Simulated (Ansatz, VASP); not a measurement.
RbSb4F13 in VASP and in Ansatz

```
Rb Sb F
1.0
    -4.81750    4.81750    3.28150
     4.81750   -4.81750    3.28150
     4.81750    4.81750   -3.28150
Rb Sb F
1 4 13
Direct
  0.50000 0.50000 0.00000
  0.00631 0.27713 0.28344
  0.27713 0.99369 0.27081
  0.99369 0.72287 0.71656
  0.72287 0.00631 0.72919
  0.00000 0.00000 0.00000
  0.56144 0.87656 0.43800
  0.87656 0.43856 0.31512
  0.43856 0.12344 0.56200
  0.12344 0.56144 0.68488
  0.43015 0.33456 0.32077
  0.33456 0.01379 0.90441
  0.01379 0.10938 0.67923
  0.10938 0.43015 0.09559
  0.56985 0.66544 0.67923
  0.66544 0.98621 0.09559
  0.98621 0.89062 0.32077
  0.89062 0.56985 0.90441
```

Alike in both runs: functional PBE; k mesh 4 × 4 × 4; occupations fermi-dirac, width 0.02 eV; no spin polarisation.

Ansatz relaxed the structure, and its values are those at the end. VASP's run is a single point on that final structure, the one shown.

```csv
,VASP,Ansatz
version,VASP 6.6.1,Ansatz 0.2.0
potentials or method,"VASP PAW PBE potentials, release 64 (Rb_sv, Sb, F)","plane-wave PAW, scalar-relativistic"
plane-wave cutoff (eV),520,420
valence electrons in the cell,120,160
```

|  | VASP | Ansatz | Ansatz less VASP |
| --- | --- | --- | --- |
| gap on the k mesh at the Fermi level (eV) | 4.73 | 4.76 | +0.030 |
| pressure (GPa) | 1.2 | 1.7 | +0.46 |
| rms of the force components (eV/Å) | 0.014 | 0.003 | -0.0110 |

The two sets of potentials don't hold the same shells in valence. Ansatz warned: «gradients_without_spin_orbit».

Caveats: spin-orbit coupling is left out, which moves the levels of the heavy elements. Expect the measured gap to be larger: semilocal functionals such as PBE lack the derivative discontinuity. A k mesh can miss the band edges.
